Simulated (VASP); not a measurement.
```xyz
2
Lattice="3.6378 0.0000 0.0000 0.0000 3.6378 0.0000 0.0000 0.0000 3.6378" Properties=species:S:1:pos:R:3 pbc="T T T"
Mg     0.0000     0.0000     0.0000
Tl     1.8189     1.8189     1.8189
```

Level of theory: PBEsol GGA, VASP's PBE PAW potentials (set 64) (plane waves; VASP). Settings: 300 eV cut-off, 7×7×7 Γ-centred mesh, Gaussian smearing of 0.27 eV, potentials Mg Tl_d.

At this cut-off the stress carries a Pulay error, which pulls relaxed volumes low. Unless said otherwise, spin-orbit coupling is left out, though it shifts the bands of the heavy elements here.

**Question.** Estimate the energy per atom (σ→0), pressure, band gap (on the k-mesh) with the smallest direct gap where there is one.

**Answer.** 
| Item | Value |
|---|---|
| band gap (on the k-mesh) | none (metal, semimetal or under 0.01 eV) |
| energy per atom (σ→0) | -2.262 eV/atom |
| pressure | -1.39 GPa |

The structure comes from a computed database's MgTl entry (Pm-3m); how it stands against other phases isn't given here. The cell was not relaxed at this level. The electron count is odd and the run is not spin-polarised, which forces a metal.
